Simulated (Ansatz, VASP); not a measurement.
## Two plane-wave programs on CaZr

Contents of INCAR:

```
ALGO = Fast
EDIFF = 1E-6
EDIFFG = -0.01
ENCUT = 600
GGA = PE
IBRION = 2
ISIF = 3
ISMEAR = 0
LASPH = T
LCHARG = F
LREAL = F
LWAVE = F
NELM = 60
NSW = 100
PREC = Accurate
SIGMA = 0.1
```

KPOINTS

```
k-points
0
Gamma
  14 14 14
```

File POSCAR:

```
CaZr
1.0
    3.8571445024      0.0000000000      0.0000000000
    0.0000000000      3.8571445024      0.0000000000
    0.0000000000      0.0000000000      3.8571445024
Ca Zr
1 1
Direct
    0.0000000000      0.0000000000      0.0000000000
    0.5000000000      0.5000000000      0.5000000000
```

Input for Ansatz:

```yaml
crystal:
  lattice:
    - [3.8571445024, 0.0, 0.0]
    - [0.0, 3.8571445024, 0.0]
    - [0.0, 0.0, 3.8571445024]
  atoms:
    - { symbol: Ca, position: [0.0, 0.0, 0.0] }
    - { symbol: Zr, position: [0.5, 0.5, 0.5] }
basis:
  ecutwfc: 420
kpoints:
  mp_grid: { grid: [14, 14, 14] }
hamiltonian:
  xc: pbe
scf:
  occupations: { method: gaussian, width: 0.1 }
output:
  forces: true
  stress: true
  eigenvalues: true
  write_density: true
  write_potential: true
  elf: true
  volumetric_format: npy
relax:
  adjacent_minimum: "off"
  f_tol: 0.01
  max_steps: 80
  cell: { stress_tol: 0.05 }
```

Change from the starting cell: species swapped into the TaTc type (Pm-3m, No. 221).

Alike in both runs: task relaxation of cell and atoms; functional PBE; k mesh 14 × 14 × 14; occupations gaussian, width 0.1 eV; no spin polarisation.

|  | VASP | Ansatz |
| --- | --- | --- |
| version | VASP 6.6.1 | Ansatz 0.2.0 |
| potentials or method | VASP PAW PBE potentials, release 64 (Ca_sv, Zr_sv) | scalar-relativistic, plane waves, PAW |
| plane-wave cutoff (eV) | 600 | 420 |
| valence electrons in the cell | 22 | 22 |

|  | VASP | Ansatz | Ansatz less VASP |
| --- | --- | --- | --- |
| gap on the k mesh at the Fermi level, each at its own relaxed structure (eV) | none | none | - |
| relaxed volume (Å³/atom) | 28.97 | 28.90 | -0.063 |
| relaxed cell length with the largest relative difference (Å) | 3.869 | 3.867 | -0.0028 |

A gap of «none» marks a metal or a gap that the smearing closes.
